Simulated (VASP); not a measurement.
# Cl2BSeH in VASP: further runs, part 2 of 2

VASP 6.6.1.

## 4. Single point, BLYP+D3(BJ)

The input, INCAR:

```
  PREC = Accurate
  ENCUT = 900
  EDIFF = 1E-7
  ISMEAR = 0
  SIGMA = 0.01
  LREAL = False
  LASPH = True
  NELM = 80
  ALGO = Normal
  ISIF = 2
  LWAVE = False
  LCHARG = False
  GGA = B5
  ALDAX = 1.0
  AGGAX = 1.0
  AGGAC = 1.0
  ALDAC = 0.0
  IVDW = 12
  VDW_S6 = 1.0
  VDW_S8 = 2.6996
  VDW_A1 = 0.4298
  VDW_A2 = 4.2359
  NBANDS = 20
```

The input, KPOINTS:

```
Automatic mesh
0
Gamma
  1 1 1
```

The input, POSCAR:

```
BHSeCl2
1.0
   12.0000000000      0.0000000000      0.0000000000
    0.0000000000     13.0000000000      0.0000000000
    0.0000000000      0.0000000000     13.0000000000
Cl B Se H
2 1 1 1
Cartesian
    6.3665499600      6.8003000000      8.0518500400
    7.1588499600      4.7893999400      5.9448499500
    6.3135500400      6.2476000600      6.3990500600
    5.3498499600      7.1810000600      5.0161499700
    4.8671499600      8.2525999400      5.8959500600
```

Potentials or basis: VASP PAW PBE potentials, release 64 (Cl_h, B_h, Se, H_h).

Run with:

```bash
$ cat potpaw_PBE.64/Cl_h/POTCAR potpaw_PBE.64/B_h/POTCAR potpaw_PBE.64/Se/POTCAR potpaw_PBE.64/H_h/POTCAR > POTCAR
$ mpirun -np 1 vasp_gam > vasp.out
```

OUTCAR:

```text
PREC = Accurate
   ENCUT = 900
   EDIFF = 1E-7
   ISMEAR = 0
   LREAL = False
   LASPH = True
   NELM = 80
   ISIF = 2
   GGA = B5
   IVDW = 12
 IVDW          = 12

 ion  position               nearest neighbor table
   1  0.531  0.523  0.619-   3 1.74
   2  0.597  0.368  0.457-   3 1.75
   3  0.526  0.481  0.492-   1 1.74   2 1.75   4 1.93
   4  0.446  0.552  0.386-   5 1.47   3 1.93
   5  0.406  0.635  0.454-   4 1.47

  LATTYP: Found a simple tetragonal cell.
 ALAT       =    13.0000000000
 C/A-ratio  =     0.9230769231

  Lattice vectors:

 A1 = (   0.0000000000,  13.0000000000,   0.0000000000)
 A2 = (   0.0000000000,   0.0000000000,  13.0000000000)
 A3 = (  12.0000000000,   0.0000000000,   0.0000000000)

Analysis of symmetry for initial positions (statically):
=====================================================================
 Subroutine PRICEL returns:
 Original cell was already a primitive cell.

 Routine SETGRP: Setting up the symmetry group for a
 simple tetragonal supercell.

 Subroutine GETGRP returns: Found  1 space group operations
 (whereof  1 operations were pure point group operations)
 out of a pool of 16 trial point group operations.

The static configuration has the point symmetry C_1 .

Analysis of symmetry for dynamics (positions and initial velocities):
=====================================================================
 Subroutine PRICEL returns:
 Original cell was already a primitive cell.

 Routine SETGRP: Setting up the symmetry group for a
 simple tetragonal supercell.

 Subroutine GETGRP returns: Found  1 space group operations
 (whereof  1 operations were pure point group operations)
 out of a pool of 16 trial point group operations.

The dynamic configuration has the point symmetry C_1 .
[... 97 lines left out ...]
   EFERMI_NEDOS =   21; number of points for ismear=-14 and -15
   IALGO  =     38    algorithm
   IMIX   =      4    mixing-type and parameters
     AMIX     =   0.40;   BMIX     =  1.00
     AMIX_MAG =   1.60;   BMIX_MAG =  1.00
  volume/ion in A,a.u.               =     405.60      2737.12
  Fermi-wavevector in a.u.,A,eV,Ry     =   0.373069  0.704998  1.893666  0.139181
  Thomas-Fermi vector in A             =   1.302412
   LORBIT       =      0    0 simple, 1 ext, 2 COOP (PROOUT), +10 PAW based schemes
   GGA     = B5    functional components
   LHFCALC =     F    Hartree Fock is set to
   AEXX    =    0.0000 exact exchange contribution
   IVDW    =    12    specifies the selected vdW correction
   LEPSILON=     F    determine dielectric tensor
   LRPA    =     F    only Hartree local field effects (RPA)
 non-spin polarized calculation
 Gauss-broadening in eV      SIGMA  =   0.01
  energy-cutoff  :      900.00
  volume of cell :     2028.00
 maximum number of plane-waves:     62196
 NGX is ok and might be reduce to   120
   NGX = 59   NGY = 63   NGZ = 63

 number of electron      24.0000000 magnetization

 Free energy of the ion-electron system (eV)
  ---------------------------------------------------
  ext. energy  EPLUGINS =         0.00000000
  ---------------------------------------------------
  free energy    TOTEN  =       -18.78583581 eV

  energy without entropy =      -18.78583581  energy(sigma->0) =      -18.78583581

 E-fermi :  -6.0498     XC(G=0):  -0.7446

 val. band max:       -6.1435078073   @ k =   0.0000   0.0000   0.0000
 cond. band min:      -1.8485310883   @ k =   0.0000   0.0000   0.0000
 fundamental gap:      4.2949767191
 Fermi energy:        -6.0497616626

 k-point     1 :       0.0000    0.0000    0.0000
  band No.  band energies     occupation
      1     -21.3500      2.00000
      2     -20.4717      2.00000
      3     -18.1840      2.00000
      4     -12.1879      2.00000
      5     -10.6571      2.00000
      6      -9.8565      2.00000
[... 12 lines left out ...]
     19       0.8349      0.00000
     20       0.8914      0.00000

------------------------ aborting loop because EDIFF is reached ----------------------------------------

 Edisp (eV)   -0.37571

 E8    (eV) :    -0.2663

  FORCE on cell =-STRESS in cart. coord.  units (eV):
  Direction    XX          YY          ZZ          XY          YZ          ZX
  --------------------------------------------------------------------------------------
  -------------------------------------------------------------------------------------
  Total       0.43169     1.07931     1.42673    -0.66310     0.31227     0.16587
  in kB       0.34104     0.85268     1.12716    -0.52387     0.24670     0.13104
  external pressure =        0.77 kB  Pullay stress =        0.00 kB

 VOLUME and BASIS-vectors are now :
 -----------------------------------------------------------------------------
  energy-cutoff  :      900.00
  volume of cell :     2028.00
      direct lattice vectors                 reciprocal lattice vectors
    12.000000000  0.000000000  0.000000000     0.083333333  0.000000000  0.000000000
     0.000000000 13.000000000  0.000000000     0.000000000  0.076923077  0.000000000
     0.000000000  0.000000000 13.000000000     0.000000000  0.000000000  0.076923077

 POSITION                                       TOTAL-FORCE (eV/Angst)
 -----------------------------------------------------------------------------------
      6.36655      6.80030      8.05185         0.017646      0.146099      0.449152
      7.15885      4.78940      5.94485         0.225359     -0.398466     -0.147300
      6.31355      6.24760      6.39905         0.000126      0.022910      0.064574
      5.34985      7.18100      5.01615        -0.133149     -0.005662     -0.545066
      4.86715      8.25260      5.89595        -0.109982      0.235119      0.178640
 -----------------------------------------------------------------------------------
    total drift:                               -0.000075     -0.000235      0.000596

  FREE ENERGIE OF THE ION-ELECTRON SYSTEM (eV)
  ---------------------------------------------------
  free  energy   TOTEN  =       -19.1615476095 eV

  energy  without entropy=      -19.1615476095  energy(sigma->0) =      -19.16154761
```

OSZICAR:

```text
N       E                     dE             d eps       ncg     rms          rms(c)
DAV:   1     0.280087654726E+03    0.28009E+03   -0.66487E+03    40   0.106E+03
DAV:   2     0.913451502690E+02   -0.18874E+03   -0.16885E+03    64   0.119E+02
DAV:   3    -0.942210808098E+01   -0.10077E+03   -0.10042E+03    56   0.101E+02
[... 36 lines left out ...]
DAV:  40    -0.187858358038E+02    0.41862E-07   -0.22298E-06    40   0.182E-02    0.234E-05
DAV:  41    -0.187858358124E+02   -0.86038E-08   -0.10351E-06    40   0.126E-02    0.216E-05
DAV:  42    -0.187858358418E+02   -0.29390E-07   -0.20409E-06    40   0.176E-02    0.248E-05
DAV:  43    -0.187858358643E+02   -0.22500E-07   -0.11966E-06    40   0.137E-02    0.250E-05
DAV:  44    -0.187858358109E+02    0.53364E-07   -0.22653E-08    40   0.331E-03
   1 F= -.19161548E+02 E0= -.19161548E+02  d E =-.383841E-40
```

Run time: 21 min. Hardware: 1 thread of Intel Xeon Platinum 8259CL at 2.50GHz (Skylake/Cascade Lake), shared host; peak memory 3 GiB.

Results:

```yaml
Free_energy: -19.1615 eV
Largest_force: 0.561 eV/Å
Gap_between_the_frontier_levels: 4.29 eV
Dispersion_energy_per_atom: -0.075 eV
```

Forces in eV/Å, atoms in the order of the input:
```
Cl   0.018  0.146  0.449
Cl   0.225 -0.398 -0.147
B    0.000  0.023  0.065
Se  -0.133 -0.006 -0.545
H   -0.110  0.235  0.179
```

Caveat: the PAW data sets were made with another functional, which shifts forces and pressure a little.

## 5. The reference run

An earlier run on the cell as given: functional PBE; potentials or basis VASP PAW PBE potentials, release 64 (Cl, B, Se, H); cutoff 520 eV; k mesh 1 × 1 × 1; occupations gaussian, width 0.01 eV; no spin polarisation.

- Largest force: 0.420 eV/Å
- Gap between the frontier levels: 4.32 eV

## 6. The runs side by side

```csv
level,potentials or basis,cutoff (eV),grid for exact exchange (PRECFOCK),exchange at q = 0,gap on the mesh (eV),largest force (eV/Å)
PBE0+TS,"VASP PAW PBE potentials, release 64 (Cl, B, Se, H)",520,Fast,default,6.32,0.10
BLYP,"VASP PAW PBE potentials, release 64 (Cl, B_s, Se, H_s)",400,-,-,4.32,0.60
BLYP+D3(BJ),"VASP PAW PBE potentials, release 64 (Cl_h, B_h, Se, H_h)",900,-,-,4.29,0.56
PBE,"VASP PAW PBE potentials, release 64 (Cl, B, Se, H)",520,-,-,4.32,0.42
```

Alike in all rows: task single point; no spin polarisation; cell as given; k mesh 1 × 1 × 1; smearing gaussian 0.01 eV.

Caveats: the PAW data sets were made with another functional, which shifts forces and pressure a little (some runs).

Total energies depend on the potentials used, so only differences within one code and one set of settings carry meaning.
